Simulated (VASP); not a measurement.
Method: PBE GGA with D3 dispersion (zero damping), VASP's PBE PAW potentials (set 64) (plane waves; VASP).

VASP input:

### POSCAR
```
KMgF3
1
    3.9500074058     0.0000000000     0.0000000000
    0.0000000000     3.9500074058     0.0000000000
    0.0000000000     0.0000000000     3.9500074058
K Mg F
1 1 3
Direct
  0.0000000000   0.0000000000   0.0000000000
  0.5000000000   0.5000000000   0.5000000000
  0.5000000000   0.0000000000   0.5000000000
  0.0000000000   0.5000000000   0.5000000000
  0.5000000000   0.5000000000   0.0000000000
```

File KPOINTS:
```
Automatic mesh
0
G
6 6 6
0 0 0
```

INCAR:
```
ALGO  =  Normal
EDIFF  =  1E-7
ENCUT  =  520
GGA  =  PE
ISIF  =  2
ISMEAR  =  0
IVDW  =  11
LASPH  =  T
LCHARG  =  F
LREAL  =  F
LWAVE  =  F
NELM  =  100
PREC  =  Accurate
SIGMA  =  0.05
SYSTEM  =  KMgF3
```

POTCAR, in this order: K_sv Mg F (PBE.64 set). Program: vasp_std.

The resulting files:

OUTCAR:
```
 ion  position               nearest neighbor table
   1  0.000  0.000  0.000-   3 2.79   4 2.79   5 2.79   3 2.79   4 2.79   4 2.79   5 2.79   4 2.79
                             3 2.79   5 2.79   3 2.79   5 2.79   2 3.42   2 3.42   2 3.42   2 3.42
   2  0.500  0.500  0.500-   3 1.98   4 1.98   5 1.98   5 1.98   3 1.98   4 1.98   1 3.42   1 3.42
                             1 3.42   1 3.42   1 3.42   1 3.42   1 3.42   1 3.42
   3  0.500  0.000  0.500-   2 1.98   2 1.98   1 2.79   1 2.79   1 2.79   1 2.79
   4  0.000  0.500  0.500-   2 1.98   2 1.98   1 2.79   1 2.79   1 2.79   1 2.79
   5  0.500  0.500  0.000-   2 1.98   2 1.98   1 2.79   1 2.79   1 2.79   1 2.79
  LATTYP: Found a simple cubic cell.
 ALAT       =     3.9500074058
 Subroutine PRICEL returns:
 Original cell was already a primitive cell.
 Subroutine GETGRP returns: Found 48 space group operations
The static configuration has the point symmetry O_h .
The dynamic configuration has the point symmetry O_h .
 Subroutine INISYM returns: Found 48 space group operations
 Subroutine IBZKPT returns following result:
 Found     20 irreducible k-points:

 Following reciprocal coordinates:
            Coordinates               Weight
  0.000000  0.000000  0.000000      1.000000
  0.166667  0.000000  0.000000      6.000000
  0.333333  0.000000  0.000000      6.000000
  0.500000  0.000000  0.000000      3.000000
  0.166667  0.166667  0.000000     12.000000
  0.333333  0.166667  0.000000     24.000000
  0.500000  0.166667  0.000000     12.000000
  0.333333  0.333333  0.000000     12.000000
  0.500000  0.333333  0.000000     12.000000
  0.500000  0.500000  0.000000      3.000000
  0.166667  0.166667  0.166667      8.000000
  0.333333  0.166667  0.166667     24.000000
  0.500000  0.166667  0.166667     12.000000
  0.333333  0.333333  0.166667     24.000000
  0.500000  0.333333  0.166667     24.000000
  0.500000  0.500000  0.166667      6.000000
  0.333333  0.333333  0.333333      8.000000
  0.500000  0.333333  0.333333     12.000000
  0.500000  0.500000  0.333333      6.000000
...
```

OSZICAR:
```
       N       E                     dE             d eps       ncg     rms          rms(c)
DAV:   1     0.247048778665E+03    0.24705E+03   -0.18025E+04   800   0.157E+03
DAV:   2    -0.161139748636E+02   -0.26316E+03   -0.25635E+03  1064   0.391E+02
DAV:   3    -0.262289940750E+02   -0.10115E+02   -0.10092E+02   956   0.760E+01
DAV:   4    -0.265706782874E+02   -0.34168E+00   -0.34125E+00  1356   0.115E+01
DAV:   5    -0.265721232974E+02   -0.14450E-02   -0.14449E-02   932   0.771E-01    0.906E+00
DAV:   6    -0.243671049784E+02    0.22050E+01   -0.93829E+00   896   0.232E+01    0.390E+00
DAV:   7    -0.243615888126E+02    0.55162E-02   -0.26471E-01  1052   0.350E+00    0.249E+00
DAV:   8    -0.243632047287E+02   -0.16159E-02   -0.70821E-02   936   0.288E+00    0.294E-01
DAV:   9    -0.243628191912E+02    0.38554E-03   -0.15118E-02  1004   0.912E-01    0.119E-01
DAV:  10    -0.243631396704E+02   -0.32048E-03   -0.12777E-03  1060   0.291E-01    0.635E-02
DAV:  11    -0.243631622608E+02   -0.22590E-04   -0.17132E-04   960   0.992E-02    0.249E-02
DAV:  12    -0.243631452335E+02    0.17027E-04   -0.90023E-05   928   0.679E-02    0.264E-03
DAV:  13    -0.243631456326E+02   -0.39914E-06   -0.25536E-06  1016   0.126E-02    0.919E-04
DAV:  14    -0.243631455616E+02    0.71098E-07   -0.15147E-07   644   0.313E-03
   1 F= -.25198957E+02 E0= -.25198957E+02  d E =-.351307E-21
```

File OUTCAR:
```
------------------------ aborting loop because EDIFF is reached ----------------------------------------
 Edisp (eV)   -0.83581
  FORCE on cell =-STRESS in cart. coord.  units (eV):
  Direction    XX          YY          ZZ          XY          YZ          ZX
  --------------------------------------------------------------------------------------
  Total       1.87001     1.87001     1.87001     0.00000     0.00000    -0.00000
  in kB      48.61393    48.61393    48.61393     0.00000     0.00000    -0.00000
  external pressure =       48.61 kB  Pullay stress =        0.00 kB
  volume of cell :       61.63
      direct lattice vectors                 reciprocal lattice vectors
     3.950007406  0.000000000  0.000000000     0.253164082  0.000000000  0.000000000
     0.000000000  3.950007406  0.000000000     0.000000000  0.253164082  0.000000000
     0.000000000  0.000000000  3.950007406     0.000000000  0.000000000  0.253164082
 POSITION                                       TOTAL-FORCE (eV/Angst)
 -----------------------------------------------------------------------------------
      0.00000      0.00000      0.00000         0.000000      0.000000      0.000000
      1.97500      1.97500      1.97500         0.000000      0.000000      0.000000
      1.97500      0.00000      1.97500         0.000000      0.000000      0.000000
      0.00000      1.97500      1.97500         0.000000      0.000000      0.000000
      1.97500      1.97500      0.00000         0.000000      0.000000      0.000000
 -----------------------------------------------------------------------------------
    total drift:                                0.000000      0.000000     -0.000000
  FREE ENERGIE OF THE ION-ELECTRON SYSTEM (eV)
  ---------------------------------------------------
  free  energy   TOTEN  =       -25.1989573236 eV

  energy  without entropy=      -25.1989573236  energy(sigma->0) =      -25.19895732
```
(Selected blocks of OUTCAR.)

The compound is KMgF3 in the cubic perovskite structure. This cell is one point of a volume scan, at 0.94 of the reference volume.
